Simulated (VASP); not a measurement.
Here is the system:

```
TaSb
1.0
    3.37741     0.00000     0.00000
    0.00000     3.37741     0.00000
    0.00000     0.00000     3.37741
Ta Sb
1 1
Direct
  0.00000   0.00000   0.00000
  0.50000   0.50000   0.50000
```

The numbers are results of PBEsol GGA, VASP's PBE PAW potentials (set 64) (plane waves; VASP), not measurements. Settings: 400 eV cut-off, Gaussian smearing of 0.050 eV, potentials Ta_pv Sb.

**Question.** Give the energies of bands 5 to 11 at the high-symmetry points, in eV from the Fermi level.

**Answer.** 
```tsv
band	Γ	X	M	R
5	-2.60	-7.87	-4.61	-5.76
6	-2.60	-1.95	-4.61	-5.76
7	0.56	-1.95	-3.07	-5.76
8	0.56	-1.91	0.10	2.30
9	0.56	1.83	0.10	2.30
10	1.73	3.14	2.95	2.30
11	1.73	5.54	3.21	3.57
```

It has no gap at this level: it comes out as a metal or semimetal.

The structure was generated: TaSb was put into the CsCl type type (Pm-3m), which need not be its known phase. It was relaxed first, which changed the volume by -41 %.
